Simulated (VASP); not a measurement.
Calculation: vdW-DF2, VASP's PBE PAW potentials (set 64) (plane waves; VASP).

VASP ran on this input.

INCAR:
```
SYSTEM  =  Tl
PREC  =  Accurate; ENCUT  =  520; LREAL  =  .FALSE.
LASPH  =  .TRUE.
EDIFF  =  1E-7; NELM  =  100; ALGO  =  Normal
LMAXMIX  =  4
ISMEAR  =  -5
GGA  =  ML; LUSE_VDW  =  .TRUE.; AGGAC  =  0.0
ZAB_VDW  =  -1.8867
ISIF  =  2
LWAVE  =  .FALSE.; LCHARG  =  .TRUE.; LORBIT  =  11
NEDOS  =  601
```

POSCAR:
```
Tl
1.0
  1.9020339933  -3.2944196486   0.0000000000
  1.9020339933   3.2944196486   0.0000000000
  0.0000000000   0.0000000000   5.8117700686
Tl
2
Cart
  1.9020339933   1.0981420791   1.4529425171
  1.9020339933  -1.0981420791   4.3588275515
```

### KPOINTS
```
Automatic mesh
0
Gamma
12 12 7
0 0 0
```

POTCAR, in this order: Tl_d (PBE.64 set). Program: vasp_std.

Output

OSZICAR:
```
       N       E                     dE             d eps       ncg     rms          rms(c)
DAV:   1     0.130013763746E+03    0.13001E+03   -0.14055E+04  2592   0.140E+03
DAV:   2     0.396048925815E+01   -0.12605E+03   -0.12477E+03  2716   0.281E+02
DAV:   3     0.170929029103E+01   -0.22512E+01   -0.22362E+01  3025   0.335E+01
DAV:   4     0.169335023408E+01   -0.15940E-01   -0.15895E-01  2913   0.281E+00
DAV:   5     0.169309973996E+01   -0.25049E-03   -0.25001E-03  3012   0.352E-01    0.137E+00
DAV:   6     0.174202223984E+01    0.48922E-01   -0.11604E-01  2690   0.264E+00    0.935E-01
DAV:   7     0.174823976044E+01    0.62175E-02   -0.24256E-02  2708   0.120E+00    0.587E-01
DAV:   8     0.174850331928E+01    0.26356E-03   -0.10516E-03  2730   0.268E-01    0.300E-02
DAV:   9     0.174849439598E+01   -0.89233E-05   -0.37161E-05  2964   0.492E-02    0.624E-03
DAV:  10     0.174847477355E+01   -0.19622E-04   -0.73494E-05  2667   0.608E-02    0.432E-03
DAV:  11     0.174847535813E+01    0.58458E-06   -0.30996E-07  2354   0.518E-03    0.138E-03
DAV:  12     0.174847575768E+01    0.39955E-06   -0.17369E-06  2366   0.110E-02    0.375E-04
DAV:  13     0.174847574373E+01   -0.13948E-07   -0.93784E-09  1426   0.104E-03
   1 F= 0.17484757E+01 E0= 0.17484757E+01  d E =0.000000E+00
```

**OUTCAR**
```
------------------------ aborting loop because EDIFF is reached ----------------------------------------
  FORCE on cell =-STRESS in cart. coord.  units (eV):
  Direction    XX          YY          ZZ          XY          YZ          ZX
  --------------------------------------------------------------------------------------
  Total       -0.0189776     -0.0189776     -0.0340293      0.0000000      0.0000000      0.0000000
  in kB       -0.4174622     -0.4174622     -0.7485618      0.0000000      0.0000000      0.0000000
  external PRESSURE =      -0.5278287 kB  Pullay stress =       0.0000000 kB
  volume of cell :       72.83
      direct lattice vectors                 reciprocal lattice vectors
     1.902033993 -3.294419649  0.000000000     0.262876479 -0.151771800  0.000000000
     1.902033993  3.294419649  0.000000000     0.262876479  0.151771800  0.000000000
     0.000000000  0.000000000  5.811770069     0.000000000  0.000000000  0.172064619
 POSITION                                       TOTAL-FORCE (eV/Angst)
 -----------------------------------------------------------------------------------
      1.90203      1.09814      1.45294         0.000000      0.000000      0.000000
      1.90203     -1.09814      4.35883        -0.000000     -0.000000      0.000000
 -----------------------------------------------------------------------------------
    total drift:                               -0.000000      0.000517      0.000010
  FREE ENERGIE OF THE ION-ELECTRON SYSTEM (eV)
  ---------------------------------------------------
  free  energy   TOTEN  =         1.7484757437 eV

  energy  without entropy=        1.7484757437  energy(sigma->0) =        1.74847574

 total charge

# of ion       s       p       d       tot
------------------------------------------
    1        1.225   0.325   9.624  11.174
    2        1.225   0.325   9.624  11.174
--------------------------------------------------
tot          2.451   0.649  19.248  22.349
```
(Selected blocks of OUTCAR.)

For a metal the tetrahedron method with Blöchl corrections gives inexact stress and forces.

The compound is Tl in the hcp structure. It was relaxed first, which changed the volume by +27 %.
